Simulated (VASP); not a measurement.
CsLiCr2Te2S3: density of states with PBE

Crystal: CsLiCr2Te2S3.

```
Cs Li Cr Te S
1.0
     2.81287   -4.84865    0.00000
     2.81287    4.84865    0.00000
     0.00000    0.00000    8.48154
Cs Li Cr Te S
1 1 2 2 3
Direct
  0.00000 0.00000 0.08500
  0.50000 0.50000 0.48104
  0.50000 0.00000 0.46970
  0.00000 0.50000 0.46970
  0.30716 0.69284 0.73712
  0.69284 0.30716 0.73712
  0.67422 0.32578 0.28305
  0.32578 0.67422 0.28305
  0.00000 0.00000 0.49457
```

The cell was built by a generator and needn't be a form met in nature.

* Program: VASP 6.6.1
* Task: density of states
* Functional: PBE
* Potentials or basis: VASP PAW PBE potentials, release 64 (Cs_sv, Li_sv, Cr_pv, Te, S)
* Cutoff: 520 eV
* k mesh: 6 × 6 × 4
* Occupations: gaussian, width 0.1 eV
* Spin: collinear spin, ferromagnetic start
* Starting moments: [0.0, 0.0, 3.0, 3.0, 0.0, 0.0, 0.0, 0.0, 0.0] μB
* k mesh for the DOS: 9 × 9 × 6
* Occupations for the DOS: tetrahedron
* Further INCAR settings: ALGO = Normal; EDIFF = 1e-06; NBANDS = 47

The net moment is 4.00 μB per cell, the site moments are Cs -0.00; Li +0.00; Cr +2.16; Te -0.10; S -0.09, -0.10 μB and the valence electrons inside the program's atomic spheres are Cs 6.57; Li 2.09; Cr 10.73; Te 3.37; S 3.73, 3.63.

Levels at points of the mesh, in eV from the Fermi level:
Spin up:
| k point | band 31 | band 32 | band 33 | band 34 | band 35 | band 36 | band 37 | band 38 | band 39 | band 40 |
| --- | --- | --- | --- | --- | --- | --- | --- | --- | --- | --- |
| (0.00, 0.00, 0.00) | -1.06 | -0.93 | -0.56 | -0.51 | -0.46 | -0.32 | 0.21 | 0.68 | 0.93 | 1.77 |
| (0.00, 0.00, 0.50) | -1.06 | -0.93 | -0.56 | -0.56 | -0.51 | -0.30 | 0.26 | 0.77 | 0.86 | 1.95 |
Spin down:
```tsv
k point	band 27	band 28	band 29	band 30	band 31	band 32	band 33	band 34	band 35	band 36
(0.00, 0.00, 0.00)	-2.11	-1.87	-1.28	-0.64	-0.57	0.90	0.94	0.97	1.30	1.41
(0.00, 0.00, 0.50)	-2.10	-1.84	-1.47	-0.65	-0.59	0.90	0.93	1.05	1.35	1.41
```

States per cell in windows of 1 eV (zero at the Fermi level; states under -8 eV left out):
| from (eV) | up | down | Cr3_d_up | Cr4_d_up | Cr3_d_down | Cr4_d_down | S7_p_down | S8_p_down |
| --- | --- | --- | --- | --- | --- | --- | --- | --- |
| -8.0 | 0.00 | 0.00 | 0.00 | 0.00 | 0.00 | 0.00 | 0.00 | 0.00 |
| -7.0 | 0.00 | 0.00 | 0.00 | 0.00 | 0.00 | 0.00 | 0.00 | 0.00 |
| -6.0 | 0.71 | 0.36 | 0.03 | 0.03 | 0.01 | 0.01 | 0.01 | 0.01 |
| -5.0 | 3.55 | 2.55 | 0.25 | 0.25 | 0.06 | 0.06 | 0.23 | 0.23 |
| -4.0 | 4.13 | 3.95 | 0.47 | 0.47 | 0.22 | 0.22 | 0.42 | 0.42 |
| -3.0 | 3.39 | 4.11 | 0.43 | 0.43 | 0.27 | 0.27 | 0.35 | 0.35 |
| -2.0 | 3.17 | 2.27 | 0.70 | 0.70 | 0.11 | 0.11 | 0.19 | 0.19 |
| -1.0 | 4.96 | 2.28 | 1.45 | 1.45 | 0.39 | 0.39 | 0.05 | 0.05 |
| 0.0 | 2.97 | 0.87 | 0.73 | 0.73 | 0.21 | 0.21 | 0.01 | 0.01 |
| 1.0 | 2.09 | 6.53 | 0.44 | 0.44 | 2.23 | 2.23 | 0.11 | 0.11 |
| 2.0 | 1.04 | 2.65 | 0.18 | 0.18 | 0.78 | 0.78 | 0.06 | 0.06 |
| 3.0 | 0.83 | 0.81 | 0.02 | 0.02 | 0.12 | 0.12 | 0.02 | 0.02 |
| 4.0 | 2.59 | 2.65 | 0.05 | 0.05 | 0.10 | 0.10 | 0.03 | 0.03 |
| 5.0 | 2.61 | 2.97 | 0.04 | 0.04 | 0.07 | 0.07 | 0.03 | 0.03 |
| 6.0 | 0.00 | 0.04 | 0.00 | 0.00 | 0.00 | 0.00 | 0.00 | 0.00 |
| 7.0 | 0.00 | 0.00 | 0.00 | 0.00 | 0.00 | 0.00 | 0.00 | 0.00 |

Wall time 6.3 min on 4 MPI ranks on AMD EPYC 9R45 96-Core Processor (Zen 5), on a shared host, peak memory 1.5 GiB a rank.

Caveat: only a ferromagnetic start was run, and an antiferromagnetic order may lie lower in energy. The run has no spin-orbit coupling, so splittings on Cs, Te are missing.
